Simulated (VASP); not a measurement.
# SrLiAlO₃: optical spectrum of independent particles, by functional and spin-orbit coupling

SrLiAlO₃, Cm (no. 8), 6 atoms in the cell.

| Functional | Spin-orbit coupling | ε at zero frequency, electronic | Mean energy of the absorption, weighted by Im ε (eV) | Refractive index at 633 nm | Refractive index at 1064 nm | Direct gap on the mesh (eV) | Time (s) |
|---|---|---|---|---|---|---|---|
| PBE | no | 3.66 | 11.28 | 1.95 | 1.93 | 4.02 | 30 |
| LDA | no | 3.76 | 11.22 | 1.98 | 1.95 | 3.87 | 26 |
| PBEsol | no | 3.74 | 11.22 | 1.98 | 1.95 | 3.91 | 27 |
| r2SCAN | no | 3.31 | 11.95 | 1.85 | 1.83 | 4.61 | 175 |
| TB-mBJ | no | 2.92 | 12.69 | 1.73 | 1.72 | 5.69 | 185 |
| SCAN | no | 3.32 | 11.91 | 1.85 | 1.83 | 4.58 | 151 |
| PBE | yes | 3.66 | 11.31 | 1.95 | 1.93 | 4.02 | 213 |
| TB-mBJ | yes | 2.92 | 12.69 | 1.73 | 1.72 | 5.69 | 1913 |

Limits: The 6×6×4 mesh is coarse for a spectrum: peaks stand apart that a denser mesh merges; the pull between electron and hole is left out; rows 1, 2, 3, 4, 6, 7: the onset follows the functional's gap, which semilocal functionals usually make too small.

## Input of the first row

INCAR:
```
SYSTEM = SrLiAlO3
PREC = Accurate
ENCUT = 580
ISMEAR = 0
SIGMA = 0.02
EDIFF = 1E-7
LASPH = .TRUE.
KPAR = 4
LWAVE = .TRUE.
LCHARG = .FALSE.
LOPTICS = .TRUE.
ALGO = Normal
NBANDS = 49
NEDOS = 2000
CSHIFT = 0.1
GGA = PE
```

KPOINTS:
```
k-points
0
Gamma
  6 6 4
```

POSCAR:
```
SrLiAlO3
1.0
    2.6107727956     -2.6214180790      0.0000000000
    2.6107727956      2.6214180790      0.0000000000
   -1.9190051633      0.0000000000      4.8356592458
Sr Al O Li
1 1 3 1
Direct
    0.9169690000      0.9169690000      0.0811730000
    0.5531690000      0.5531690000      0.4281710000
    0.0831340000      0.5955390000      0.5064640000
    0.4054440000      0.4054440000      0.0571690000
    0.5955390000      0.0831340000      0.5064640000
    0.1790800000      0.1790800000      0.6705570000
```

Commands:
```
cat potpaw_PBE.64/Sr_sv/POTCAR potpaw_PBE.64/Al/POTCAR potpaw_PBE.64/O/POTCAR potpaw_PBE.64/Li_sv/POTCAR > POTCAR
mpirun -np 4 vasp_std > vasp.out
```

Changes of row 7 against the first:
```
- NBANDS = 49
+ NBANDS = 98
+ LSORBIT = True
+ MAGMOM = 18*0
+ GGA_COMPAT = False
- vasp_std
+ vasp_ncl
```

VASP 6.6.1 took 30 s on 4 cores (AMD EPYC 9R45 (Zen 5)), a shared host.
